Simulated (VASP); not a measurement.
Given:

```
HfN
1.0
    0.00000     2.26719     2.26719
    2.26719     0.00000     2.26719
    2.26719     2.26719     0.00000
Hf N
1 1
Direct
  0.00000   0.00000   0.00000
  0.50000   0.50000   0.50000
```

Method: PBE GGA, VASP's PBE PAW potentials (set 64) (plane waves; VASP). Numerical set-up: PREC = Normal, EDIFF = 1E-5, 450 eV cut-off, 16×16×16 Γ-centred mesh, first-order Methfessel-Paxton smearing of 0.10 eV, potentials Hf_pv N.

Unless said otherwise, spin-orbit coupling is left out, though it shifts the bands of the heavy elements here.

Task: Predict the energy per atom (σ→0), band gap (on the k-mesh) with the smallest direct gap where there is one.

Result: 
```
Quantity                                                     Value
------------------------  ----------------------------------------
band gap (on the k-mesh)  none (metal, semimetal or under 0.01 eV)
energy per atom (σ→0)                              -10881 meV/atom
```

Total energies compare only between runs with the same potentials, cut-off and functional.

The compound is HfN in the rock salt structure. It was relaxed first. The electron count is odd and the run is not spin-polarised, which forces a metal.
